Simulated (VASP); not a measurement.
```xyz
2
Lattice="3.8882 0.0000 0.0000 -1.9441 3.3673 0.0000 0.0000 0.0000 3.6182" Properties=species:S:1:pos:R:3 pbc="T T T"
Sn     0.0000     0.0000     0.0000
Ge     1.9441     1.1224     1.8091
```

Level of theory: PBEsol GGA with spin-orbit coupling, VASP's PBE PAW potentials (set 64) (plane waves; VASP). Numerical set-up: 400 eV cut-off, 10×10×9 Γ-centred mesh, Gaussian smearing of 0.050 eV, potentials Sn_d Ge_d.

### Question
Predict the energy per atom (σ→0), band gap (over mesh and band path) with the smallest direct gap where there is one.

### Answer

| Property | Result |
|---|---|
| band gap (over mesh and band path) | none (metal, semimetal or under 0.01 eV) |
| energy per atom (σ→0) | -4.439 eV/atom |

The structure was generated: SnGe was put into the WC type (P-6m2), which need not be its known phase. It was relaxed first, which changed the volume by +12 %.
